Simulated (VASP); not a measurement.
Input for VASP

File POSCAR:
```
ZrO2
1
    0.0000000000     2.5450000000     2.5450000000
    2.5450000000     0.0000000000     2.5450000000
    2.5450000000     2.5450000000     0.0000000000
Zr O
1 2
Direct
  0.0000000000   0.0000000000   0.0000000000
  0.2500000000   0.2500000000   0.2500000000
  0.7500000000   0.7500000000   0.7500000000
```

### INCAR
```
SYSTEM = ZrO2
PREC = Accurate
ENCUT = 520
EDIFF = 1E-6
NELM = 100
ALGO = Normal
LREAL = .FALSE.
LASPH = .TRUE.
ISMEAR = 0
SIGMA = 0.05
GGA = PE
LMAXMIX = 4
LWAVE = .FALSE.
LCHARG = .FALSE.
ISIF = 2
```

KPOINTS:
```
Automatic mesh
0
Gamma
6 6 6
0 0 0
```

POTCAR, in this order: Zr_sv O (PBE.64 set). Program: vasp_gam.

Output of the run:

**standard output**
```
 POSCAR found type information on POSCAR ZrO
 POSCAR found :  2 types and       3 ions
 Reading from existing POTCAR
 Reading from existing POTCAR
 LDA part: xc-table for (Slater+PW92), standard interpolation

 -----------------------------------------------------------------------------
|                                                                             |
|     EEEEEEE  RRRRRR   RRRRRR   OOOOOOO  RRRRRR      ###     ###     ###     |
|     E        R     R  R     R  O     O  R     R     ###     ###     ###     |
|     E        R     R  R     R  O     O  R     R     ###     ###     ###     |
|     EEEEE    RRRRRR   RRRRRR   O     O  RRRRRR       #       #       #      |
|     E        R   R    R   R    O     O  R   R                               |
|     E        R    R   R    R   O     O  R    R      ###     ###     ###     |
|     EEEEEEE  R     R  R     R  OOOOOOO  R     R     ###     ###     ###     |
|                                                                             |
|     You are using the Gamma-point-only version with more than one           |
|     k-point or some other non-Gamma k-point.                                |
|                                                                             |
|       ---->  I REFUSE TO CONTINUE WITH THIS SICK JOB ... BYE!!! <----       |
|                                                                             |
 -----------------------------------------------------------------------------
```

Problem. From input and log, find the fault in this run and mend it.

Solution. The cause: the Γ-only program was given a k-mesh. VASP stops with an error: You are using the Gamma-point-only version with more than one k-point or some other non-Gamma k-point. ----> I REFUSE TO CONTINUE WITH THIS SICK JOB ... BYE!!! <---- To mend it, run vasp_std.

The mended run (PBE GGA, plane waves, VASP's PBE PAW potentials (set 64)) converges, and its OSZICAR ends with
```
   1 F= -.28560550E+02 E0= -.28560550E+02  d E =-.101112E-14
```

The compound is ZrO2 in the fluorite structure, the high-temperature cubic form, which is unstable at 0 K; the monoclinic form is the stable one. The cell was not relaxed at this level.
